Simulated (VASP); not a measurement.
## Zr3MoC in VASP: the effect of target pressure

Crystal: Zr3MoC.

```
Zr Mo C
1.0
     4.94251    0.00000    0.00000
     0.00000    4.94251    0.00000
     0.00000    0.00000    4.94251
Zr Mo C
3 1 1
Direct
  0.50000 0.00000 0.00000
  0.00000 0.50000 0.00000
  0.00000 0.00000 0.50000
  0.00000 0.00000 0.00000
  0.50000 0.50000 0.50000
```

The cell was built by a generator and needn't be a form met in nature.

Alike in all runs:

* Program: VASP 6.6.1
* Task: relaxation of cell and atoms
* Functional: PBE
* Potentials or basis: VASP PAW PBE potentials, release 64 (Zr_sv, Mo_sv, C)
* Cutoff: 600 eV
* k mesh: 5 × 5 × 5
* Occupations: fermi-dirac, width 0.05 eV
* Spin: no spin polarisation

Each run relaxes the cell or the atoms first.

```tsv
target pressure	target pressure	relaxed volume (Å³/atom)
0 GPa	-	24.45
2 GPa	2 GPa	23.85
5 GPa	5 GPa	?
10 GPa	10 GPa	21.93
20 GPa	20 GPa	20.21
30 GPa	30 GPa	18.91
```

Question: What does the run with target pressure 5 GPa give?

Answer: Relaxed volume 23.06 Å³/atom.

Worked out: In Murnaghan's law V^(-B') rises as a straight line in P. The other rows fit best with B' = 2.9, V0 = 24.44 Å³/atom and B0 = 79 GPa, which gives 23.06 Å³/atom at 5 GPa, against the run's 23.06.

Caveats: the cell is relaxed towards a set pressure, so the enthalpy falls and the energy may rise (some runs); the volume moved by over 15 % at a fixed basis, so the end points are rough (some runs).
